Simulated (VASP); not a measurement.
## Ti: single point with PBEsol

Ti:

```
Ti
1.0
     2.93573    0.00000    0.00000
    -1.46787    2.54242    0.00000
     0.00000    0.00000    4.64086
Ti
2
Direct
  0.33333 0.66667 0.25000
  0.66667 0.33333 0.75000
```

| Quantity | Value |
| --- | --- |
| Program | VASP 6.6.1 |
| Task | single point |
| Functional | PBEsol |
| Potentials or basis | VASP PAW PBE potentials, release 64 (Ti_sv) |
| Cutoff | 520 eV |
| k mesh | 18 × 18 × 10 |
| Occupations | gaussian, width 0.1 eV |
| Spin | no spin polarisation |

| Property | Result |
| --- | --- |
| Pressure | -4.4 GPa |
| Band gap on the k mesh | none (metal or under the smearing width) |

Levels at points of the mesh, in eV from the Fermi level:
```
           k point  band 10  band 11  band 12  band 13  band 14  band 15
(0.00, 0.00, 0.00)    -2.71     0.76     0.76     0.80     0.89     1.27
(0.50, 0.00, 0.00)    -2.18    -1.87    -0.63     0.45     0.62     1.18
(0.00, 0.00, 0.50)    -4.36     0.09     0.09     0.66     0.66     0.66
(0.50, 0.00, 0.50)    -2.57    -0.82    -0.82     1.33     1.33     1.71
```

Wall time 110 s on 1 thread of Intel(R) Xeon(R) 6975P-C (Granite Rapids), on a shared host, peak memory 0.23 GiB.

Caveat: the PAW data sets were made with another functional, which shifts forces and pressure a little.
